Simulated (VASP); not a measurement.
OSZICAR of a VASP run on CsPbCl$_{3}$ (space group Pm-3m):

File OSZICAR:
```
       N       E                     dE             d eps       ncg     rms          rms(c)
DAV:   1     0.327448408988E+03    0.32745E+03   -0.14773E+04   528   0.102E+03
DAV:   2     0.138918235324E+02   -0.31356E+03   -0.30729E+03   686   0.290E+02
DAV:   3    -0.190586478623E+02   -0.32950E+02   -0.32832E+02   606   0.105E+02
DAV:   4    -0.201820387792E+02   -0.11234E+01   -0.11214E+01   736   0.256E+01
DAV:   5    -0.202042200493E+02   -0.22181E-01   -0.22132E-01   656   0.260E+00    0.494E+00
DAV:   6    -0.193664677475E+02    0.83775E+00   -0.18396E+00   696   0.150E+01    0.332E+00
DAV:   7    -0.193023668895E+02    0.64101E-01   -0.52789E-01   772   0.407E+00    0.168E+00
DAV:   8    -0.192952686978E+02    0.70982E-02   -0.70449E-02   704   0.198E+00    0.253E-01
DAV:   9    -0.192921672674E+02    0.31014E-02   -0.16672E-02   778   0.931E-01    0.118E-01
DAV:  10    -0.192922694092E+02   -0.10214E-03   -0.15357E-03   680   0.256E-01    0.291E-02
DAV:  11    -0.192922553000E+02    0.14109E-04   -0.13654E-04   698   0.769E-02    0.835E-03
DAV:  12    -0.192922551571E+02    0.14294E-06   -0.37815E-05   728   0.493E-02    0.108E-02
DAV:  13    -0.192922535821E+02    0.15750E-05   -0.46249E-06   546   0.114E-02    0.523E-03
DAV:  14    -0.192922534614E+02    0.12062E-06   -0.63463E-07   408   0.715E-03
   1 F= -.19292253E+02 E0= -.19292253E+02  d E =-.125500E-10
```

Q: Which electronic solver shows in the log?

A: It is blocked Davidson (ALGO = Normal, or the opening steps of other solvers). The INCAR had ALGO = Normal.

Q: Can the final energy be trusted as converged?

A: The run converged. It stopped with EDIFF = 1E-6, NELM = 100 (LDA (Ceperley-Alder, Perdew-Zunger), plane waves, VASP's LDA PAW potentials (set 64)).

The structure is a typed CsPbCl3 crystal (Pm-3m). The cell was not relaxed at this level. The run is one of a series of settings (GGA removed, POTCAR Cs_sv Pb_d Cl (LDA.64 set) against the base run), some of them coarse on purpose.
